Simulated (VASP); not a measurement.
A run of VASP 6.6.1:

INCAR

```
SYSTEM = LiY3
ALGO = Normal ; EDIFF = 1E-6
ENCUT = 520 ; GGA = PE
ISIF = 2 ; ISMEAR = -1
LASPH = .TRUE. ; LCHARG = .FALSE.
LDAU = .TRUE. ; LDAUJ = 0 0
LDAUL = 2 -1 ; LDAUPRINT = 1
LDAUTYPE = 2 ; LDAUU = 4 0
LMAXMIX = 4 ; LREAL = .FALSE.
LWAVE = .FALSE. ; NBANDS = 26
NELM = 100 ; PREC = Accurate
SIGMA = 0.05
```

Contents of KPOINTS:

```
k-points
0
G
  6 6 6
  0 0 0
```

Contents of POSCAR:

```
LiY3
1.0
   -2.3671900000      2.3671900000      5.3266430000
    2.3671900000     -2.3671900000      5.3266430000
    2.3671900000      2.3671900000     -5.3266430000
Y Li
3 1
Direct
    0.5000000000      0.5000000000      0.0000000000
    0.2500000000      0.7500000000      0.5000000000
    0.7500000000      0.2500000000      0.5000000000
    0.0000000000      0.0000000000      0.0000000000
```

Potentials or basis: VASP PAW PBE potentials, release 64 (Y_sv, Li_sv).

Launch:

```bash
$ cat potpaw_PBE.64/Y_sv/POTCAR potpaw_PBE.64/Li_sv/POTCAR > POTCAR
$ mpirun -np 1 vasp_std > vasp.out
```

Hardware: 1 thread of Intel(R) Xeon(R) Platinum 8488C (Sapphire Rapids), on a shared host.

Question: Estimate the wall time of this run.

Answer: Wall time 120 s on 1 thread of Intel(R) Xeon(R) Platinum 8488C (Sapphire Rapids), on a shared host, peak memory 0.37 GiB. Counts: scf iterations 14, k points 30.
